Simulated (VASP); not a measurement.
An input for Ansatz (written as the equivalent of a VASP run, and not itself run):

Ansatz 0.2 input:
```yaml
crystal:
  lattice:
    - [1.3380992, -2.3176562, 0.0000000]
    - [1.3380992, 2.3176562, 0.0000000]
    - [0.0000000, 0.0000000, 4.2736934]
  atoms:
    - { symbol: Tc, position: [0.3333330, 0.6666670, 0.2500000] }
    - { symbol: Tc, position: [0.6666670, 0.3333330, 0.7500000] }
kpoints:
  mp_grid: { grid: [16, 16, 9] }
hamiltonian:
  xc: pbe
  pseudopotentials: { kind: paw }
scf:
  occupations: { method: methfessel_paxton, width: 0.1 }
  max_iter: 100
relax:
  max_steps: 40
  f_tol: 0.02
  cell: { p_target: 30 }
output: { forces: true, stress: true, eigenvalues: true }
```

**Question.** Translate this input to VASP (INCAR, KPOINTS, POSCAR, choice of POTCAR).

**Answer.** One answer among several that fit: 
**INCAR**
```
ALGO = Normal
EDIFF = 1E-6
EDIFFG = -0.02
ENCUT = 500
GGA = PE
IBRION = 2
ISIF = 3
ISMEAR = 1
LASPH = T
LCHARG = F
LMAXMIX = 4
LREAL = F
LWAVE = F
NELM = 100
NSW = 40
PREC = Accurate
PSTRESS = 300
SIGMA = 0.1
SYSTEM = Tc
```

File KPOINTS:
```
Automatic mesh
0
Gamma
16 16 9
0 0 0
```

### POSCAR
```
Tc
1.0
  1.3380991926  -2.3176562230   0.0000000000
  1.3380991926   2.3176562230   0.0000000000
  0.0000000000   0.0000000000   4.2736934091
Tc
2
direct
  0.3333330000   0.6666670000   0.2500000000
  0.6666670000   0.3333330000   0.7500000000
```

POTCAR, in this order: Tc_pv (PBE.64 set). Program: vasp_std.

The two are equivalent in intent, not identical: each code has its own PAW files, so the cut-off isn't converted (ENCUT is set for VASP's; basis.ecutwfc is left out, and Ansatz then takes the one that its files recommend); Ansatz stops its SCF on the density residual and VASP on the energy change (EDIFF).

The compound is Tc in the hcp structure. This run relaxes it under an external pressure of 30 GPa. Symmetry was kept, so distortions that lower it aren't found.
